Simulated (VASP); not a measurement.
Consider the following.

```
CELL_PARAMETERS angstrom
      2.18837    -3.79038     0.00000
      2.18837     3.79038     0.00000
      0.00000     0.00000     6.90044
ATOMIC_POSITIONS crystal
  Mg 0.00000 0.00000 0.00000
  Mg 0.33333 0.66667 0.63107
  Mg 0.66667 0.33333 0.36893
  Sb 0.33333 0.66667 0.21985
  Sb 0.66667 0.33333 0.78015
```

All values below come from LDA (Ceperley-Alder, Perdew-Zunger), VASP's LDA PAW potentials (set 64) (plane waves; VASP). Run with 500 eV cut-off, 6×6×4 Γ-centred mesh, Gaussian smearing of 0.050 eV, potentials Mg Sb.

Energy and stress use the plane-wave basis of the starting cell.

**Question.** The ions, cell shape and volume at an external pressure of 10.0 GPa are relaxed. What does this cell relax into?

**Answer.** 
```
CELL_PARAMETERS angstrom
      2.14721    -3.71907     0.00000
      2.14721     3.71907     0.00000
      0.00000     0.00000     6.72615
ATOMIC_POSITIONS crystal
  Mg 0.00000 0.00000 0.00000
  Mg 0.33333 0.66667 0.63052
  Mg 0.66667 0.33333 0.36948
  Sb 0.33333 0.66667 0.21690
  Sb 0.66667 0.33333 0.78310
```
Space group P-3m1 (164), at a tolerance of 0.03 Å.

**Question.** How do energy and volume change from the first to the last step?

**Answer.** The energy (σ→0) changes by +63.9 meV/atom and the volume by -6.2 %, in 8 ionic steps.

The compound is Mg3Sb2 in the a-la2o3 structure. This run relaxes it under an external pressure of 10 GPa. Symmetry was kept, so distortions that lower it aren't found.
